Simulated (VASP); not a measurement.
VASP input:

**INCAR**
```
SYSTEM=BaCa
PREC=Accurate; ENCUT=300; LREAL=.False.
LASPH=.True.
EDIFF=1E-6; NELM=100; ALGO=Normal
LMAXMIX=4
ISMEAR=0; SIGMA=0.136
GGA=PE
ISIF=2
LWAVE=.False.; LCHARG=.False.
```

File KPOINTS:
```
Automatic mesh
0
Gamma
7 7 5
0 0 0
```

File POSCAR:
```
BaCa
1.0
  3.9955830000   0.0000000000   0.0000000000
  0.0000000000   3.9955830000   0.0000000000
  0.0000000000   0.0000000000   5.2370680000
Ca Ba
1 1
Direct
  0.5000000000   0.5000000000   0.5000000000
  0.0000000000   0.0000000000   0.0000000000
```

POTCAR, in this order: Ca_sv Ba_sv (PBE.64 set). Program: vasp_std.

### Question
Translate this PBE calculation to Quantum ESPRESSO's pw.x.

### Answer
One equivalent input (not run):
```
&CONTROL
  calculation = 'scf'
  pseudo_dir = './pseudo'
  outdir = './out'
  tprnfor = .true.
  tstress = .true.
/
&SYSTEM
  ibrav = 0
  nat = 2
  ntyp = 2
  ecutwfc = 68
  occupations = 'smearing'
  smearing = 'gaussian'
  degauss = 0.009996
  input_dft = 'pbe'
/
&ELECTRONS
  conv_thr = 7.3e-08
  electron_maxstep = 100
/
ATOMIC_SPECIES
  Ca 40.078 Ca.upf
  Ba 137.327 Ba.upf
CELL_PARAMETERS angstrom
     3.9955830    0.0000000    0.0000000
     0.0000000    3.9955830    0.0000000
     0.0000000    0.0000000    5.2370680
ATOMIC_POSITIONS crystal
  Ca   0.5000000  0.5000000  0.5000000
  Ba   0.0000000  0.0000000  0.0000000
K_POINTS automatic
  7 7 5 0 0 0
```
What does not carry over: the potentials are each code's own (VASP's PAW set, PseudoDojo norm-conserving files in pw.x), so ENCUT and ecutwfc are chosen apart and not converted; conv_thr bounds pw.x's estimated SCF error, while EDIFF bounds the energy change between steps.

The structure was generated: BaCa was put into an ordered model structure, which need not be its known phase. The cell was not relaxed at this level, and its volume differs by -5.9 % from the start's.
